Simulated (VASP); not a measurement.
Consider the following.

```
CaSe
1.0
    3.92066     0.00000     0.00000
   -1.96033     3.39539     0.00000
    0.00000     0.00000     3.82637
Ca Se
1 1
Direct
  0.00000   0.00000   0.00000
  0.66667   0.33333   0.50000
```

Method: PBE GGA, VASP's PBE PAW potentials (set 64) (plane waves; VASP). Settings: 400 eV cut-off, 6×6×5 Γ-centred mesh, Gaussian smearing of 0.050 eV, potentials Ca_sv Se.

### Question
Predict the energy per atom (σ→0), pressure.

### Answer

```yaml
energy per atom (σ→0): -4.527 eV/atom
pressure: 2.64 GPa
```

Total energies compare only between runs with the same potentials, cut-off and functional.

The structure was generated: CaSe was put into the WC type (P-6m2), which need not be its known phase. The cell was not relaxed at this level.
